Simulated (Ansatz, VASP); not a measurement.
**Rh (Rhodium) in two plane-wave programs**

One calculation is typed for both programs; each brings its own data sets. How far apart do they land? The cell is taken from a series of runs on this material, whose earlier steps may have relaxed, scaled, displaced or heated it; both programs get it as it stands. Valence electrons are named where the data sets of a main pair hold unlike numbers.

Program: Ansatz 0.2.0. Level of theory: plane waves, with VASP 6.6.1 beside it; single point at r2SCAN with rVV10 and single point at PBEsol. Results are calculated unless marked as measured.

### 1. The starting structure

Symmetry: Fm-3m, No. 225, cubic system. The conventional cell has a = 3.774 Å, b = 3.774 Å, c = 3.774 Å, α = 90.00°, β = 90.00°, γ = 90.00°. Nearest to Rh lie 12 Rh at 2.67 Å.

### 2. Ansatz: single point, r2SCAN with rVV10

Ansatz runs on its default PAW (the set named soft_2) files.

With cell and atoms fixed, the geometry can't cause a difference; cores, projectors, grids and the points listed under the comparison can.

input.yaml

```yaml
crystal:
  lattice:
    - [0.0, 1.88690007, 1.88690007]
    - [1.88690007, 0.0, 1.88690007]
    - [1.88690007, 1.88690007, 0.0]
  atoms:
    - { symbol: Rh, position: [0.0, 0.0, 0.0] }
hamiltonian:
  xc: r2scan
  pseudopotentials: { kind: paw }
  dispersion: rvv10
kpoints:
  mp_grid: { grid: [12, 12, 12] }
scf:
  occupations: { method: methfessel_paxton, width: 0.1 }
  n_extra_bands: 4
output:
  forces: true
  stress: true
  eigenvalues: true
  write_density: true
  write_potential: true
  elf: true
  volumetric_format: npy
```

The run is started by

```bash
ansatz run input.yaml --threads 2 --pin off --max-ram 4608MiB --backend cpu --events-out ev --progress --plain --runs-dir out
```

Numbers of over 12 decimals in the logs are rounded to 6 here.

Log:

```text
scf.n_extra_bands = 4 over 9 filled bands (N_el = 17.0): the run solves 13 bands
Engine: ansatz 0.2.0, aarch64-unknown-linux-gnu
Pseudopotentials: kind: paw
Pseudopotential: Rh, paw, valence charge 17, recommended cutoff 500 eV (meta_gga), Rh.paw.azcp
Functional definition: r2SCAN+rVV10
  parameter k0 = 0.174
  parameter k1 = 0.065
  parameter a1 = 4.9479
  exchange = r2scan_x(k0 = k0, k1 = k1, a1 = a1)
  correlation = r2scan_c + rvv10(11.95, 0.0093)
Crystal: 1 atoms, lattice volume = 13.436 Å³
Basis set: ecut = 500 eV, 331 PW (Γ), exchange–correlation on 96×96×96 points (64 copies of the dense FFT grid, shifted against one another)
Bands: 13, of which v1, the nominal top of the filled ones, is band 9 counted from 1 (8 counted from 0)
Symmetry: 48 space group operations
Space group: Fm-3m (ITA 225), of the structure as read, at distance tolerance 2.4e-5 Å
k-points: 72 of 1728
Non-local potential: Rh, projectors of the file, l = 0: 3, l = 1: 2, l = 2: 2, l = 3: 1
PAW form: soft (Blöchl's): semilocal exchange-correlation on the pseudo side does not see the compensation charge
rVV10 density: all electrons in the spheres
PAW frozen core: Rh, regenerated for the run's functional (the file was generated under x = pbe(κ = 0.804, μ = 0.219515), c = pbe(β = 0.066725))
PAW one-centre angular grid: Rh, 590 points (default); XC on 160 Gauss nodes
Initial density: superposition of atomic densities (neutral atoms: chi_scale 0, normalization atom), corrected by the library's trained network
Initial wavefunctions: pseudopotential atomic-orbital guess
Functional: x = r2scan, c = r2scan + rvv10(b = 11.95, C = 0.0093); τ floored in thin density (d = 2e-4 eV/Å³)
SCF iter   1: F=—  HF=-6413.691753 eV  |F-HF|=—  |Δ(HF+E_count)|=         —  Δρ=1.05e-2  dr2=3.91e-3  dr2_τ=1.03e-2  ethr=1.77e-3  ⟨swp⟩=5.1  Hψ=5302  notcnv=0
preconditioner: auto → none  [metal: Δε(μ)=0.037 eV  Ē_g=14.908 eV  σ=0.100 eV  W_gap=0.30  n_scr=0 (ndim 8)  ℏωp=30.4 eV  f_vac=0.000  D(μ)=1.04/eV (n_scr^D=14)]
SCF iter   2: F=—  HF=-6413.703711 eV  |F-HF|=—  |Δ(HF+E_count)|=   1.20e-2  S|Δr|=    0.00e0  Δρ=4.94e-3  dr2=1.22e-3  dr2_τ=1.41e-4  ethr=2.30e-5  ⟨swp⟩=2.2  Hψ=2186  notcnv=0  defer=24
SCF iter   3: F=—  HF=-6413.704096 eV  |F-HF|=—  |Δ(HF+E_count)|=   3.85e-4  S|Δr|=    0.00e0  Δρ=2.17e-3  dr2=1.75e-4  dr2_τ=6.49e-5  ethr=7.16e-6  ⟨swp⟩=2.4  Hψ=1249  notcnv=0  defer=24
SCF iter   4: F=—  HF=-6413.704203 eV  |F-HF|=—  |Δ(HF+E_count)|=   1.07e-4  S|Δr|=    0.00e0  Δρ=2.17e-4  dr2=1.52e-6  dr2_τ=1.15e-6  ethr=1.03e-6  ⟨swp⟩=2.3  Hψ=1398  notcnv=0  defer=24
SCF iter   5: F=—  HF=-6413.704203 eV  |F-HF|=—  |Δ(HF+E_count)|=   1.84e-7  S|Δr|=    0.00e0  Δρ=4.80e-5  dr2=4.88e-8  dr2_τ=1.22e-8  ethr=5.88e-10  ⟨swp⟩=7.4  Hψ=6061  notcnv=0
SCF iter   6: F=-6413.704203 eV  HF=-6413.704203 eV  |F-HF|=1.98e-9  |Δ(HF+E_count)|=   1.81e-7  S|Δr|=    0.00e0  Δρ=6.22e-6  dr2=1.30e-9  dr2_τ=1.40e-10  ethr=2.87e-10  ⟨swp⟩=5.3  Hψ=5187  notcnv=0
SCF 1 converged in 6 iterations: F = -6413.704203 eV  dr2 = 1.30e-9
  greatest PAW one-centre occupation: 1.000 electrons in one spin orbital (limit 2), on the Rh atom at site 0 (counted from 0), in its partial waves of l = 0
SCF converged after 6 iterations
Stability not checked: this state was not tested for a lower state beside it, because cold or Methfessel-Paxton smearing, or corrected tetrahedra, fill the levels in a way that the test cannot read (fill_not_monotonic; see scf.lower_state_search)
Free energy (F): -6413.704203 eV
Harris-Foulkes:  -6413.704203 eV  (|F-HF|=1.98e-9)
Internal energy: -6413.704368 eV  (E = F + TS)
E sigma→0 (E₀):  -6413.704244 eV
Entropy (-TS):   0.000165 eV (0.165 meV/atom)
Fermi energy:    22.894980 eV
--- Per-component energies (eV) ---
  E_band       = -93.241398
  E_kinetic    = 573.699313
  E_local      = -1534.472838  (includes V_loc(G=0)·N_el)
  E_nonlocal   = 354.877402
  E_hartree    = 540.105837
  E_xc         = -215.588103
  E_vxc        = -314.408263  (∫ρ·V_xc dr)
  E_paw        = -3604.014903  (= ΣΔE_a)
  E_vpaw       = -274.428869  (= ΣTr[D̂ρ^β])
  E_aug_tail   = 0.000423  (compensation charges beyond the density's cutoff)
  E_vtau       = 21.280424  (kinetic-family band-sum trace: ∫τ·v_τ [+ j·A + Jᵃ·Aᵃ] dr)
  E_ewald      = -2527.941538
  E_core_change = -0.369959  (= ΣΔE_core)
  E_smearing   = 0.000165  (= −TS)
  E_closure    = -0.000000  (closes the sum)
  Σ components = -6413.704203   (vs F -6413.704203, Δ=0.00e0)
--- Forces (eV/Å), atoms counted from 1 ---
  atom   1  Rh    -0.00000000    -0.00000000    -0.00000000
  max |Σ_I F_I| component: 1.07e-31 eV/Å
--- Stress (GPa, compression-positive) ---
        3.048299       0.000000       0.000000
        0.000000       3.048299       0.000000
        0.000000       0.000000       3.048299
  P = ⅓ Tr σ = 3.0483 GPa (30.483 kbar)
--- Band table (eV; the first three rows and the last of 72) ---
  k-point 0: bands = [... 5 lower, 19.5581, 19.5581, 19.5581, 21.7355, 21.7355, 39.2919, 45.0485, 45.0485]
  k-point 1: bands = [... 5 lower, 19.4301, 19.6718, 19.6718, 21.6749, 21.6749, 39.7137, 43.7071, 45.4804]
  k-point 2: bands = [... 5 lower, 19.2084, 19.8980, 19.8980, 21.6286, 21.6286, 40.6434, 41.3367, 46.6902]
  k-point 71: bands = [... 5 lower, 18.7832, 18.7832, 21.5159, 23.9368, 33.1328, 33.1328, 34.9328, 36.3287]
```

The run ends at a pressure of 3.05 GPa.

### 3. VASP: single point, r2SCAN with rVV10

The same cell, functional, mesh and smearing now go to VASP, with its own data sets.

Lines of VASP's logs that name or quote its potential files are left out, and so is its time.

INCAR

```
SYSTEM = Rh
PREC = Accurate
ENCUT = 460
EDIFF = 1E-06
NELM = 100
ISMEAR = 1
SIGMA = 0.1
LREAL = .FALSE.
ALGO = Normal
METAGGA = R2SCAN
LUSE_VDW = .TRUE.
IVDW_NL = 2
BPARAM = 11.95
CPARAM = 0.0093
LASPH = .TRUE.
NBANDS = 14
LORBIT = 11
LWAVE = .FALSE.
LCHARG = .FALSE.
KPAR = 2
ISIF = 2
```

POSCAR

```
Rh
1.0
    0.0000000000      1.8869000700      1.8869000700
    1.8869000700      0.0000000000      1.8869000700
    1.8869000700      1.8869000700      0.0000000000
Rh
1
Direct
    0.0000000000      0.0000000000      0.0000000000
```

KPOINTS

```
Automatic mesh
0
Gamma
12 12 12
0 0 0
```

PAW data sets: Rh_sv_GW (PBE family, release 64).

The run is started by

```bash
mpirun -np 2 vasp_std
```

Log:

```text
[banner, memory and clock lines left out]
running    2 mpi-ranks, on    1 nodes
 distrk:  each k-point on    1 cores,    2 groups
 distr:  one band on    1 cores,    1 groups

 POSCAR found type information on POSCAR Rh
 POSCAR found :  1 types and       1 ions
|                                                                             |
|               ----> ADVICE to this user running VASP <----                  |
|                                                                             |
|     You have switched on vdW-DFT.                                           |
|     This routine was written and supplied by Jiri Klimes. We recommend      |
|     that you carefully read and cite the following publications:            |
|       J. Klimes, D.R. Bowler, A. Michelides                                 |
|          J. Phys.: Cond Matt. 22 022201 (2010)                              |
|       J. Klimes, D.R. Bowler, A. Michelides                                 |
|          Phys. Rev. B. 83, 195131 (2011)                                    |
|     and references therein.                                                 |
|                                                                             |

|                                                                             |
|               ----> ADVICE to this user running VASP <----                  |
|                                                                             |
|     You enforced a specific xc type in the INCAR file but a different       |
|     [... a line on the potential file left out ...]
|     I HOPE YOU KNOW WHAT YOU ARE DOING!                                     |
|                                                                             |

 LDA part: xc-table for (None), standard interpolation
 POSCAR, INCAR and KPOINTS ok, starting setup
 FFT: planning ... GRIDC
 FFT: planning ... GRID_SOFT
 FFT: planning ... GRID
 WAVECAR not read
 entering main loop
       N       E                     dE             d eps       ncg     rms          rms(c)
Total rVV10 correction in eV:      0.3756480    17.0016291
Total rVV10 correction in eV:      0.3756480    17.0016291
DAV:   1     0.191076969390E+03    0.19108E+03   -0.97619E+03  2162   0.142E+03
DAV:   2    -0.230808647347E+02   -0.21416E+03   -0.19728E+03  2076   0.623E+02
DAV:   3    -0.331480329649E+02   -0.10067E+02   -0.97024E+01  2998   0.126E+02
DAV:   4    -0.333715627977E+02   -0.22353E+00   -0.22348E+00  2354   0.201E+01
DAV:   5    -0.333879199304E+02   -0.16357E-01   -0.16357E-01  3314   0.512E+00    0.643E+01
Total rVV10 correction in eV:      0.3442686    17.0016289
Total rVV10 correction in eV:      0.3442686    17.0016289
DAV:   6    -0.228800849978E+02    0.10508E+02   -0.66783E+00  2596   0.673E+01    0.183E+01
Total rVV10 correction in eV:      0.3425187    17.0016288
Total rVV10 correction in eV:      0.3425187    17.0016288
DAV:   7    -0.229262962040E+02   -0.46211E-01   -0.16292E-01  3176   0.894E+00    0.123E+01
Total rVV10 correction in eV:      0.3367699    17.0016288
Total rVV10 correction in eV:      0.3367699    17.0016288
DAV:   8    -0.229329010251E+02   -0.66048E-02   -0.16976E-02  2310   0.178E+00    0.439E-01
Total rVV10 correction in eV:      0.3365059    17.0016288
Total rVV10 correction in eV:      0.3365059    17.0016288
DAV:   9    -0.229328370314E+02    0.63994E-04   -0.21839E-03  3348   0.960E-01    0.305E-01
Total rVV10 correction in eV:      0.3361786    17.0016288
Total rVV10 correction in eV:      0.3361786    17.0016288
DAV:  10    -0.229331558785E+02   -0.31885E-03   -0.13312E-03  3186   0.534E-01    0.559E-01
Total rVV10 correction in eV:      0.3364659    17.0016288
Total rVV10 correction in eV:      0.3364659    17.0016288
DAV:  11    -0.229331157519E+02    0.40127E-04   -0.24469E-04  3162   0.303E-01    0.344E-02
Total rVV10 correction in eV:      0.3364597    17.0016288
Total rVV10 correction in eV:      0.3364597    17.0016288
DAV:  12    -0.229331192758E+02   -0.35239E-05   -0.44536E-06  2418   0.335E-02    0.880E-03
Total rVV10 correction in eV:      0.3364518    17.0016288
Total rVV10 correction in eV:      0.3364518    17.0016288
DAV:  13    -0.229331195505E+02   -0.27463E-06   -0.89815E-07  1822   0.145E-02
Total rVV10 correction in eV:      0.3364483    17.0016288
Total rVV10 correction in eV:      0.3364483    17.0016288
Total rVV10 correction in eV:      0.3364504    17.0016288
Total rVV10 correction in eV:      0.3364504    17.0016288
   1 F= -.22933120E+02 E0= -.22933158E+02  d E =0.114064E-03
```

Parts of OUTCAR (step 3):

```text
ion  position               nearest neighbor table
   1  0.000  0.000  0.000-

  LATTYP: Found a face centered cubic cell.
 ALAT       =     3.7738001400

 Subroutine GETGRP returns: Found 48 space group operations
 (whereof 48 operations were pure point group operations)

The static configuration has the point symmetry O_h .

 Found     72 irreducible k-points:

   k-points           NKPTS =     72   k-points in BZ     NKDIM =     72   number of bands    NBANDS=     14

   dimension x,y,z NGX =    20 NGY =   20 NGZ =   20
   dimension x,y,z NGXF=    40 NGYF=   40 NGZF=   40

   ENCUT  =  460.0 eV  33.81 Ry    5.81 a.u.   4.67  4.67  4.67*2*pi/ulx,y,z

   NELECT =      17.0000    total number of electrons

 k-points in reciprocal lattice and weights: Automatic mesh
   0.00000000  0.00000000  0.00000000       0.001
   0.08333333  0.00000000  0.00000000       0.005
   0.16666667  0.00000000  0.00000000       0.005
   0.25000000  0.00000000  0.00000000       0.005
   0.33333333  0.00000000  0.00000000       0.005
   0.41666667  0.00000000  0.00000000       0.005
   0.50000000  0.00000000  0.00000000       0.002
   0.08333333  0.08333333  0.00000000       0.003
   0.16666667  0.08333333  0.00000000       0.014
[...]
-0.33333333  0.50000000  0.16666667       0.007
  -0.25000000  0.50000000  0.25000000       0.003

 average (electrostatic) potential at core
       1 -94.7804

 E-fermi :  11.1142

 k-point     1 :       0.0000    0.0000    0.0000
  band No.  band energies     occupation
    ...
      6       7.7795      2.00000
      7       7.7795      2.00000
      8       7.7795      2.00000
      9       9.9573      2.00000
     10       9.9573      2.00000
     11      27.4880      0.00000
     12      33.2617      0.00000
     13      33.2617      0.00000
     14      33.2617      0.00000

 k-point     2 :       0.0833    0.0000    0.0000
  band No.  band energies     occupation
    ...
      6       7.6506      2.00000
      7       7.8931      2.00000
      8       7.8931      2.00000
      9       9.8959      2.00000
     10       9.8959      2.00000
     11      27.9131      0.00000
     12      31.9345      0.00000
     13      33.6963      0.00000
     14      33.6963      0.00000

 k-point     3 :       0.1667    0.0000    0.0000
  band No.  band energies     occupation
    ...
      6       7.4261      2.00000
      7       8.1186      2.00000
      8       8.1186      2.00000
      9       9.8484      2.00000
     10       9.8484      2.00000
     11      28.8472      0.00000
     12      29.5656      0.00000
     13      34.9142      0.00000
     14      34.9142      0.00000

  Total       -0.0382826     -0.0382826     -0.0382826      0.0000000      0.0000000      0.0000000
  in kB       -4.5649424     -4.5649424     -4.5649424      0.0000000      0.0000000      0.0000000
  external PRESSURE =      -4.5649424 kB  Pullay stress =       0.0000000 kB

  energy-cutoff  :      460.00
  volume of cell :       13.44
      direct lattice vectors                 reciprocal lattice vectors
     0.000000000  1.886900070  1.886900070    -0.264984886  0.264984886  0.264984886
     1.886900070  0.000000000  1.886900070     0.264984886 -0.264984886  0.264984886
     1.886900070  1.886900070  0.000000000     0.264984886  0.264984886 -0.264984886

 POSITION                                       TOTAL-FORCE (eV/Angst)
 -----------------------------------------------------------------------------------
      0.00000      0.00000      0.00000         0.000000      0.000000      0.000000
 -----------------------------------------------------------------------------------
    total drift:                               -0.000000     -0.000000     -0.000000

  FREE ENERGIE OF THE ION-ELECTRON SYSTEM (eV)
  ---------------------------------------------------
  free  energy   TOTEN  =       -22.9331195505 eV

  energy  without entropy=      -22.9332336141  energy(sigma->0) =      -22.93315757

 total charge
# of ion       s       p       d       f       tot
--------------------------------------------------
    1        2.210   6.261   6.531   0.027  15.029

[... 3 further parts left out ...]
```

This run has no spin polarisation. Its electron count is odd, so without a moment it is a metal by construction. The PAW data sets were made with PBE, which is usual practice but a small mismatch for other functionals.

(Part 1 of 2 ends here.)

[Lines on the potential files, build, host, timing and source positions are cut from VASP's logs without a mark.]

[Logs are printed without paths, hosts, clocks, repeated set-up lines and the standing remarks that a program may print on its own settings, such as how far it seeks lower states.]

[Hosts, paths, dates, database ids (printed as entryN), source tags and the programs' standing remarks are cut or masked in the printed files.]
